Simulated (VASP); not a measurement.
Energy against volume of CdTe (zinc blende). Level of theory: PBE GGA with D3 dispersion (Becke-Johnson damping), VASP's PBE PAW potentials (set 64) (plane waves; VASP 6.6.1). Run with 520 eV cut-off, 7×7×7 Γ-centred mesh, Gaussian smearing of 0.050 eV, potentials Cd Te.

```tsv
V (Å³/atom)	E (eV/atom)
32.630	-2.71317
33.671	-2.72651
34.712	-2.73058
35.754	-2.72685
```

**Question.** Fit these four points and predict the energy of the run at 36.795 Å³/atom.

**Answer.** A cubic in V^(−2/3), the third-order Birch-Murnaghan form, passes through the four points with V0 = 34.71 Å³/atom and B0 = 40 GPa, and gives -2.7166 eV/atom there. The run gave -2.7166 eV/atom, -0.0 meV/atom from the fit; all five points give B0 = 40 GPa.

The compound is CdTe in the zinc blende structure. It was relaxed first.
